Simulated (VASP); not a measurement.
# Te4Pt3 with PBEsol: from relaxation to properties, part 6 of 6

What structure and properties does PBEsol give Te4Pt3, and how near are they to the measured ones? The start is a cell from a database of measured crystal structures.

VASP 6.6.1, plane waves and PAW; the level of theory is named at each step.

So far. Step 6 (Vibrations at Γ (PBEsol)): The three acoustic modes lie within 0.2 cm⁻¹ of zero, and all others are real. By the characters of their eigenvectors the optical modes sort into (cm⁻¹) Raman active: Eg 90, A1g 116, Eg 119, A1g 155, A1g 165, Eg 179; infrared active: Eu 33, A2u 49, A2u 147, Eu 152, A2u 168, Eu 175. With a centre of inversion no mode is active in both. The relaxed cell has a = 3.998, c = 35.015 Å (conventional setting).

## 8. Bands along the symmetry lines (PBEsol + SOC)

This step: PBEsol, spin-orbit coupling; plane waves and PAW (Te, Pt) (VASP 6.6.1).

The mesh alone shows little of the dispersion and can miss band extrema, so KPOINTS_OPT adds a path through the symmetry points after the self-consistent cycle. Spin-orbit coupling needs spinors and the noncollinear program, where each band holds one electron.

The input, INCAR:

```
SYSTEM = Te4Pt3
PREC = Accurate
ENCUT = 400
EDIFF = 1E-06
NELM = 100
ISMEAR = 0
SIGMA = 0.05
LREAL = .FALSE.
ALGO = Normal
GGA = PS
LNONCOLLINEAR = .TRUE.
MAGMOM = 0 0 0 0 0 0 0 0 0 0 0 0 0 0 0 0 0 0 0 0 0
NBANDS = 68
GGA_COMPAT = .FALSE.
LASPH = .TRUE.
LSORBIT = .TRUE.
LMAXMIX = 4
LORBIT = 11
LWAVE = .FALSE.
LCHARG = .FALSE.
KPAR = 4
```

The input, POSCAR:

```
Te4Pt3
1.0
    3.9982418325      0.0000000000      0.0000000000
   -1.9991209162     -3.4625789974      0.0000000000
    0.0000000000      2.3083859982    -11.6717272439
Te Pt
4 3
Direct
    0.5549177632      0.1098355263      0.6647532895
    0.4450822368      0.8901644737      0.3352467105
    0.7056606788      0.4113213575      0.1169820363
    0.2943393212      0.5886786425      0.8830179637
    0.0000000000      0.0000000000      0.0000000000
    0.8536784551      0.7073569102      0.5610353653
    0.1463215449      0.2926430898      0.4389646347
```

The input, KPOINTS:

```
Automatic mesh
0
Gamma
5 5 5
0 0 0
```

The input, KPOINTS_OPT:

```
Line mode
12
Line-mode
Reciprocal
  0.00000000   0.00000000   0.00000000 GAMMA
  0.50000000   0.00000000   0.00000000 L

  0.50000000   0.00000000   0.00000000 L
  0.32681412   0.34637176  -0.17318588 B1

  0.32681412   0.32681412   0.17318588 B
  0.00000000   0.00000000   0.50000000 Z

  0.00000000   0.00000000   0.50000000 Z
  0.00000000   0.00000000   0.00000000 GAMMA

  0.00000000   0.00000000   0.00000000 GAMMA
  0.33659294   0.33659294  -0.33659294 X

  0.32681412   0.33659294   0.00000000 Q
  0.00000000   0.50000000   0.00000000 F

  0.00000000   0.50000000   0.00000000 F
  0.00000000   0.49022118   0.17318588 P1

  0.00000000   0.49022118   0.17318588 P1
  0.00000000   0.00000000   0.50000000 Z

  0.50000000   0.00000000   0.00000000 L
  0.49022118   0.00000000   0.33659294 P
```

Potentials, in the order of the species: Te and Pt (PBE family, release 64).

Run with:

```console
$ mpirun -np 4 vasp_ncl
```

What it wrote:

```text
[... set-up lines as in an earlier step ...]
 entering main loop
       N       E                     dE             d eps       ncg     rms          rms(c)
DAV:   1     0.257974678970E+03    0.25797E+03   -0.19942E+04  2584   0.113E+03
DAV:   2    -0.227676772686E+02   -0.28074E+03   -0.26795E+03  3064   0.232E+02
DAV:   3    -0.399901384153E+02   -0.17222E+02   -0.16709E+02  3036   0.548E+01
DAV:   4    -0.403954072602E+02   -0.40527E+00   -0.40250E+00  2992   0.901E+00
DAV:   5    -0.404062854228E+02   -0.10878E-01   -0.10866E-01  2972   0.152E+00    0.237E+01
DAV:   6    -0.394375154012E+02    0.96877E+00   -0.47452E+00  2748   0.157E+01    0.150E+01
DAV:   7    -0.392240875110E+02    0.21343E+00   -0.13628E+00  2672   0.973E+00    0.697E+00
DAV:   8    -0.391368272335E+02    0.87260E-01   -0.24002E-01  2892   0.375E+00    0.188E+00
DAV:   9    -0.391190462345E+02    0.17781E-01   -0.83331E-02  2740   0.197E+00    0.952E-01
DAV:  10    -0.391193781913E+02   -0.33196E-03   -0.10124E-02  2904   0.425E-01    0.367E-01
DAV:  11    -0.391189504156E+02    0.42778E-03   -0.12524E-03  2948   0.203E-01    0.177E-01
DAV:  12    -0.391189118572E+02    0.38558E-04   -0.34023E-04  2864   0.107E-01    0.107E-01
DAV:  13    -0.391189042961E+02    0.75611E-05   -0.28960E-05  2844   0.356E-02    0.387E-02
DAV:  14    -0.391189053847E+02   -0.10886E-05   -0.36974E-06  2744   0.116E-02    0.263E-02
DAV:  15    -0.391189055422E+02   -0.15751E-06   -0.81235E-07  1504   0.672E-03
   1 F= -.39118906E+02 E0= -.39115729E+02  d E =-.635380E-02  mag=    -0.0000     0.0000    -0.0000
 Start KPOINTS_OPT (optional k-point list driver)
k-point batch [1-19\108]
       N       E                     dE             ncg
DAV:   1     0.947629767501E+04   -0.81544E+04     2584
DAV:   2     0.414809701814E+04   -0.53282E+04     3064
DAV:   3     0.382421152555E+04   -0.32389E+03     3008
DAV:   4     0.381616802583E+04   -0.80435E+01     3064
DAV:   5     0.381595661770E+04   -0.21141E+00     2972
DAV:   6     0.381594863299E+04   -0.79847E-02     3084
DAV:   7     0.381594832569E+04   -0.30730E-03     3004
DAV:   8     0.381594831017E+04   -0.15520E-04     2636
DAV:   9     0.381594830946E+04   -0.70870E-06     1884
[...]
k-point batch [96-108\108]
       N       E                     dE             ncg
DAV:   1     0.816920532193E+04   -0.10606E+05     1768
DAV:   2     0.459316709707E+04   -0.35760E+04     2088
DAV:   3     0.437710696148E+04   -0.21606E+03     2072
DAV:   4     0.437185094275E+04   -0.52560E+01     2048
DAV:   5     0.437169931568E+04   -0.15163E+00     2052
DAV:   6     0.437169363353E+04   -0.56821E-02     2044
DAV:   7     0.437169335960E+04   -0.27394E-03     2044
DAV:   8     0.437169334511E+04   -0.14492E-04     1856
DAV:   9     0.437169334435E+04   -0.75924E-06     1364
```

The job ended after 3.7 min (4 MPI ranks of Intel Xeon 6975P-C (Granite Rapids), shared host; peak memory 2.8 GiB; 15 min of CPU time).

Parts of OUTCAR (step 8):

```text
   k-points           NKPTS =     19   k-points in BZ     NKDIM =     19   number of bands    NBANDS=     68

   NELECT =      54.0000    total number of electrons

 E-fermi :   8.6513

 k-point     1 :       0.0000    0.0000    0.0000
  band No.  band energies     occupation
    ...
     44       7.1606      1.00000
     45       7.5866      1.00000
     46       7.5866      1.00000
     47       8.3255      1.00000
     48       8.3255      1.00000
     49       8.7815      0.00012
     50       8.7815      0.00012
     51       9.4018      0.00000
     52       9.4018      0.00000
     53       9.8362      0.00000
    ...

  Total       -0.0405157     -0.0405157      0.4534715      0.0000000      0.0000000     -0.0000000
  in kB       -0.4017259     -0.4017259      4.4963143      0.0000000      0.0000000     -0.0000000
  external PRESSURE =       1.2309542 kB  Pullay stress =       0.0000000 kB

 POSITION                                       TOTAL-FORCE (eV/Angst)
 -----------------------------------------------------------------------------------
      1.99912      1.15419     -7.75882         0.000000     -0.000000     -0.014073
     -0.00000     -2.30839     -3.91291        -0.000000      0.000000      0.014073
      1.99912     -1.15419     -1.36538         0.000000     -0.000000     -0.037726
     -0.00000     -0.00000    -10.30634        -0.000000      0.000000      0.037726
      0.00000      0.00000      0.00000         0.000000      0.000000      0.000000
      1.99912     -1.15419     -6.54825        -0.000000      0.000000      0.029902
      0.00000     -0.00000     -5.12348         0.000000     -0.000000     -0.029902
 -----------------------------------------------------------------------------------
    total drift:                                0.000000     -0.000000      0.000000

  FREE ENERGIE OF THE ION-ELECTRON SYSTEM (eV)
  ---------------------------------------------------
  free  energy   TOTEN  =       -39.1189055422 eV

  energy  without entropy=      -39.1125517379  energy(sigma->0) =      -39.11572864

 Spin-Orbit-Coupling matrix elements
 Ion:    1  E_soc:     -0.1966639
 Ion:    2  E_soc:     -0.1966639
 Ion:    3  E_soc:     -0.1964090
 Ion:    4  E_soc:     -0.1964090
 Ion:    5  E_soc:     -0.6707939
 Ion:    6  E_soc:     -0.6934950
 Ion:    7  E_soc:     -0.6934950

 magnetization (x)
# of ion       s       p       d       tot
------------------------------------------
    1       -0.000  -0.000   0.000  -0.000
    2       -0.000  -0.000   0.000  -0.000
    3        0.000  -0.000  -0.000  -0.000
    4        0.000  -0.000  -0.000  -0.000
    5        0.000   0.000   0.000   0.000
    6        0.000   0.000   0.000   0.000
    7        0.000   0.000   0.000   0.000
--------------------------------------------------
tot          0.000  -0.000  -0.000  -0.000

 magnetization (y)
# of ion       s       p       d       tot
------------------------------------------
    1        0.000   0.000   0.000   0.000
    2        0.000   0.000   0.000   0.000
    3        0.000   0.000   0.000   0.000
    4        0.000   0.000   0.000   0.000
    5        0.000   0.000   0.000   0.000
    6        0.000   0.000   0.000   0.000
    7        0.000   0.000   0.000   0.000
--------------------------------------------------
tot          0.000   0.000   0.000   0.000

 magnetization (z)
# of ion       s       p       d       tot
------------------------------------------
    1        0.000   0.000   0.000   0.000
    2        0.000   0.000   0.000   0.000
    3        0.000   0.000   0.000   0.000
    4        0.000   0.000   0.000   0.000
    5        0.000   0.000   0.000   0.000
    6        0.000   0.000   0.000   0.000
    7        0.000   0.000   0.000   0.000
--------------------------------------------------
tot          0.000   0.000   0.000   0.000

[... 6 parts as in an earlier step ...]

[... 10 further parts left out ...]
```

The k-mesh is coarse for a metal.

This step gave:

| Property | Result |
| --- | --- |
| SCF cycles | 15 |
| bands | 68 |
| irreducible k-points | 19 |
| free energy (TOTEN) | -39.12 eV |
| energy at zero smearing | -39.12 eV |
| Fermi energy | 8.651 eV |
| pressure | 0.1231 GPa |

On-site spin-orbit energy by atom:

```
atom  on-site spin-orbit energy (eV)
 Te1                          -0.197
 Te2                          -0.197
 Te3                          -0.196
 Te4                          -0.196
 Pt5                          -0.671
 Pt6                          -0.693
 Pt7                          -0.693
```

The electronic bands at the labelled points (eV, zero at the Fermi level; # counts the bands kept, so #1 is VASP's band 9):

```
          point    #41    #42    #43    #44    #45    #46    #47    #48
              Γ   0.13   0.13   0.75   0.75   1.18   1.18   1.70   1.70
0.45 of the way  -0.98  -0.98  -0.11  -0.11   0.11   0.11   0.61   0.61
              L  -1.95  -1.95  -1.65  -1.65  -0.93  -0.93  -0.61  -0.61
0.55 of the way  -1.90  -1.90  -1.65  -1.65  -0.99  -0.99  -0.79  -0.79
             B1  -1.92  -1.92  -1.38  -1.38  -1.21  -1.21  -0.94  -0.94
      jump to B  -1.92  -1.92  -1.38  -1.38  -1.21  -1.21  -0.94  -0.94
0.45 of the way  -1.38  -1.38  -1.03  -1.03  -0.70  -0.70   0.78   0.78
              Z   0.05   0.05   0.26   0.26   1.06   1.06   1.28   1.28
0.45 of the way   0.19   0.19   0.61   0.61   0.89   0.89   1.42   1.42
              Γ   0.13   0.13   0.75   0.75   1.18   1.18   1.70   1.70
0.45 of the way  -0.91  -0.91  -0.27  -0.27  -0.16  -0.16   0.22   0.22
              X  -1.91  -1.91  -1.43  -1.43  -1.11  -1.11  -1.03  -1.03
      jump to Q  -1.91  -1.91  -1.43  -1.43  -1.11  -1.11  -1.03  -1.03
0.55 of the way  -1.89  -1.89  -1.71  -1.71  -1.10  -1.10  -0.84  -0.84
              F  -1.79  -1.79  -1.61  -1.61  -1.57  -1.57   0.08   0.08
0.55 of the way  -1.80  -1.80  -1.59  -1.59  -1.57  -1.57   0.05   0.05
             P1  -1.81  -1.81  -1.59  -1.59  -1.52  -1.52  -0.02  -0.02
0.55 of the way  -0.53  -0.53  -0.23  -0.23  -0.03  -0.03   0.74   0.74
              Z   0.05   0.05   0.26   0.26   1.06   1.06   1.28   1.28
      jump to L  -1.95  -1.95  -1.65  -1.65  -0.93  -0.93  -0.61  -0.61
0.45 of the way  -1.90  -1.90  -1.64  -1.64  -1.18  -1.18  -0.36  -0.36
              P  -1.81  -1.81  -1.59  -1.59  -1.52  -1.52  -0.02  -0.02
```

Of the projections kept (Te, Pt), the largest for each band there; the rest of the weight can lie on other orbitals:

```
point      #41      #42      #43      #44      #45      #46      #47      #48
    Γ  Te 0.55  Te 0.55  Te 0.67  Te 0.67  Te 0.77  Te 0.77  Te 0.55  Te 0.55
    L  Pt 0.68  Pt 0.68  Pt 0.90  Pt 0.90  Te 0.51  Te 0.51  Te 0.54  Te 0.54
   B1  Pt 0.79  Pt 0.79  Pt 0.75  Pt 0.75  Pt 0.80  Pt 0.80  Pt 0.70  Pt 0.70
    B  Pt 0.79  Pt 0.79  Pt 0.75  Pt 0.75  Pt 0.80  Pt 0.80  Pt 0.70  Pt 0.70
    Z  Te 0.60  Te 0.60  Te 0.57  Te 0.57  Te 0.68  Te 0.68  Te 0.52  Te 0.52
    Γ  Te 0.55  Te 0.55  Te 0.67  Te 0.67  Te 0.77  Te 0.77  Te 0.55  Te 0.55
```

There is no gap at this level.

Of the bands kept, 8 cross the Fermi level on this path (spinor bands, one electron each).

## 9. Total energy, forces and stress (PBEsol), changed input

This step: PBEsol; plane waves and PAW (Te, Pt) (VASP 6.6.1).

This run is made with a changed input; what comes of it follows.

The input, INCAR:

```
SYSTEM = Te4Pt3
PREC = Accurate
ENCUT = 50
EDIFF = 1E-06
NELM = 80
ISMEAR = 0
SIGMA = 0.05
LREAL = .FALSE.
ALGO = Normal
GGA = PS
NBANDS = 34
LASPH = .TRUE.
LORBIT = 11
LWAVE = .FALSE.
LCHARG = .FALSE.
KPAR = 4
ISIF = 2
```

POSCAR is that of step 8.

The input, KPOINTS:

```
Automatic mesh
0
Gamma
7 7 7
0 0 0
```

Run with:

```console
$ mpirun -np 4 vasp_std
```

What it wrote:

```text
[... set-up lines as in an earlier step ...]
 entering main loop
       N       E                     dE             d eps       ncg     rms          rms(c)
DAV:   1    -0.168706696548E+03   -0.16871E+03   -0.40507E+03  3242   0.194E+02
DAV:   2    -0.218557646051E+03   -0.49851E+02   -0.48572E+02  3676   0.649E+01
DAV:   3    -0.219849414303E+03   -0.12918E+01   -0.12795E+01  3574   0.967E+00
DAV:   4    -0.219859826059E+03   -0.10412E-01   -0.10347E-01  3516   0.648E-01
DAV:   5    -0.219860002798E+03   -0.17674E-03   -0.17659E-03  3560   0.596E-02    0.286E+02
DAV:   6    -0.139719909440E+02    0.20589E+03   -0.37491E+02  3180   0.631E+01    0.324E+02
DAV:   7    -0.438724369760E+02   -0.29900E+02   -0.45780E+01  3746   0.201E+01    0.383E+02
DAV:   8     0.202282925723E+02    0.64101E+02   -0.12907E+02  3594   0.336E+01    0.244E+02
DAV:   9     0.476622340682E+02    0.27434E+02   -0.87789E+01  4098   0.279E+01    0.775E+01
DAV:  10     0.476511031417E+02   -0.11131E-01   -0.75268E+00  3578   0.757E+00    0.616E+01
DAV:  11     0.473533659900E+02   -0.29774E+00   -0.20347E+00  3552   0.575E+00    0.423E+01
DAV:  12     0.479879392401E+02    0.63457E+00   -0.30518E+00  3666   0.636E+00    0.164E+01
DAV:  13     0.480128863682E+02    0.24947E-01   -0.17700E-01  3668   0.138E+00    0.104E+01
DAV:  14     0.480127784888E+02   -0.10788E-03   -0.46913E-03  3766   0.206E-01    0.990E+00
DAV:  15     0.480315467368E+02    0.18768E-01   -0.49855E-02  3690   0.867E-01    0.282E+00
DAV:  16     0.480319833177E+02    0.43658E-03   -0.69657E-03  3636   0.290E-01    0.125E+00
DAV:  17     0.480322352940E+02    0.25198E-03   -0.84355E-04  3686   0.114E-01    0.482E-01
DAV:  18     0.480322793976E+02    0.44104E-04   -0.29838E-04  3636   0.608E-02    0.181E-01
DAV:  19     0.480322686168E+02   -0.10781E-04   -0.51912E-05  3568   0.268E-02    0.172E-01
DAV:  20     0.480322721690E+02    0.35522E-05   -0.75890E-06  3586   0.109E-02    0.104E-01
DAV:  21     0.480322748722E+02    0.27032E-05   -0.15124E-06  2090   0.419E-03    0.575E-02
DAV:  22     0.480322775652E+02    0.26930E-05   -0.20355E-06  2764   0.513E-03    0.180E-02
DAV:  23     0.480322776795E+02    0.11429E-06   -0.42627E-07  1688   0.224E-03
   1 F= 0.48032278E+02 E0= 0.48034498E+02  d E =-.444048E-02
```

Wall time 4.6 s (4 MPI ranks); peak memory 0.43 GiB.

Parts of OUTCAR (step 9):

```text
   ENCUT  =   50.0 eV   3.67 Ry    1.92 a.u.   2.31  2.31  6.86*2*pi/ulx,y,z

   NELECT =      54.0000    total number of electrons

 E-fermi :  12.2906

 k-point     1 :       0.0000    0.0000    0.0000
  band No.  band energies     occupation
    ...
     25      10.6899      2.00000
     26      11.0233      2.00000
     27      11.8417      2.00000
     28      11.9699      2.00000
     29      11.9699      2.00000
     30      13.1458      0.00000
     31      13.3184      0.00000
     32      13.3184      0.00000
     33      14.7667      0.00000
     34      15.0275      0.00000

  Total     -262.7303516   -262.7303516   -253.7809484      0.0000000     -0.0000000      0.0000000
  in kB    -2605.0553196  -2605.0553196  -2516.3191295      0.0000000     -0.0000000      0.0000000
  external PRESSURE =   -2575.4765895 kB  Pullay stress =       0.0000000 kB

 POSITION                                       TOTAL-FORCE (eV/Angst)
 -----------------------------------------------------------------------------------
      1.99912      1.15419     -7.75882        -0.000000      0.000000      2.066243
     -0.00000     -2.30839     -3.91291         0.000000     -0.000000     -2.066243
      1.99912     -1.15419     -1.36538        -0.000000      0.000000      4.327389
     -0.00000     -0.00000    -10.30634         0.000000     -0.000000     -4.327389
      0.00000      0.00000      0.00000         0.000000      0.000000     -0.000000
      1.99912     -1.15419     -6.54825        -0.000000      0.000000     16.288345
      0.00000     -0.00000     -5.12348         0.000000     -0.000000    -16.288345
 -----------------------------------------------------------------------------------
    total drift:                                0.000000     -0.000000      0.000000

  FREE ENERGIE OF THE ION-ELECTRON SYSTEM (eV)
  ---------------------------------------------------
  free  energy   TOTEN  =        48.0322776795 eV

  energy  without entropy=       48.0367181550  energy(sigma->0) =       48.03449792

[... 5 parts as in an earlier step ...]

[... 11 further parts left out ...]
```

The run converged, but on settings that are not sound, so its numbers are not to be trusted.

Against the sound run on this cell (core-level energies (PBEsol)) the energy at zero smearing moves by +12250.2 meV an atom and the pressure by -257.55 GPa.

The fault in the input: cutoff far too low (ENCUT = 50). Raise ENCUT to at least the largest default of the data sets.

## 10. Summary of results

```yaml
relaxed_volume: 23.08 Å³/atom
relaxed_conventional_cell_a_b_c: 3.998, 3.998, 35.015 Å; angles 90.0, 90.0, 120.0°
space_group_after_relaxing_within_0p02_a: R-3m (No. 166)
band_gap: none, a metal
dos_at_the_fermi_level: 2.27 states/eV/cell
highest_zone_centre_mode: 179 cm⁻¹
shallowest_level_of_the_frozen_cores: Te3 4d, 37.2 eV deep
band_gap_pbesol_soc: none, a metal
```

**Reading.** With PBEsol, Te4Pt3 relaxes to 23.08 Å³/atom in space group R-3m (held by the symmetry of the run) and comes out as a metal. Against the listed cell the volume lies -0.6 % (a +0.3 %, c -1.1 %). Band structure (PBEsol): Of the bands kept, 4 cross the Fermi level on this path. Vibrations at Γ (PBEsol): The highest mode in this list at Γ, 179.3 cm⁻¹, has its largest share on Pt (66 % of the kinetic energy). Bands along the symmetry lines (PBEsol + SOC): Of the bands kept, 8 cross the Fermi level on this path (spinor bands, one electron each). Modes at Γ alone can't show that the crystal is stable at other wave vectors. No search among competing phases was made, and a listed structure need not be the one stable at ambient conditions. All values are for a static lattice at zero temperature.

Comparison with the measured values:

| quantity | measured | PBEsol |
| --- | --- | --- |
| lattice constant a (Å) | 3.99 | 3.998 (+0.2 %) |
| lattice constant c (Å) | 35.4 | 35.015 (-1.1 %) |

Measured values from pmc:8436201 (2021).

**Verdict.** The lattice constant a is off by +0.2 %: good agreement. The lattice constant c is off by -1.1 %: fair agreement. The grades are ours: good and fair within 0.7 and 1.5 % for the lattice constant a and 0.8 and 2 % for the lattice constant c. Zero-point motion and thermal expansion are not in the computed lattice constants.

[Lines on the potential files, build, host, timing and source positions are cut from VASP's logs without a mark.]

[Logs are printed without paths, hosts, clocks, repeated set-up lines and the standing remarks that a program may print on its own settings, such as how far it seeks lower states.]

[Hosts, paths, dates, database ids (printed as entryN), source tags and the programs' standing remarks are cut or masked in the printed files.]

[A measured line is paired with the nearest computed mode of its activity, which favours agreement.]
